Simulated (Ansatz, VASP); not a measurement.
**Y3Si2F: VASP beside Ansatz**

```
Y Si F
1.0
     2.27866    1.31559    9.34055
    -2.27866    1.31559    9.34055
     0.00000   -2.63117    9.34055
Y Si F
3 2 1
Direct
  0.00000 0.00000 0.00000
  0.42224 0.42224 0.42224
  0.57776 0.57776 0.57776
  0.71507 0.71507 0.71507
  0.28493 0.28493 0.28493
  0.50000 0.50000 0.50000
```

Alike in both runs: functional PBE; k mesh 3 × 3 × 3; occupations gaussian, width 0.1 eV; no spin polarisation.

Ansatz relaxed the structure, and its values are those at the end. VASP's run is a single point on that final structure, the one shown.

```csv
,VASP,Ansatz
version,VASP 6.6.1,Ansatz 0.2.0
potentials or method,"VASP PAW PBE potentials, release 64 (Y_sv, Si, F)","scalar-relativistic, plane waves, PAW"
plane-wave cutoff (eV),520,420
valence electrons in the cell,48,48
```

```csv
,VASP,Ansatz,Ansatz less VASP
gap on the k mesh at the Fermi level (eV),0.47,0.47,-0.003
least direct gap on the mesh (eV),0.50,0.50,-0.002
pressure (GPa),-0.1,0.0,+0.06
rms of the force components (eV/Å),0.004,0.001,-0.0024
```

Caveats: the k mesh is coarse (spacing up to 0.54 Å⁻¹), so the values aren't converged; an odd mesh through Γ misses points on the zone boundary, where band edges often lie.
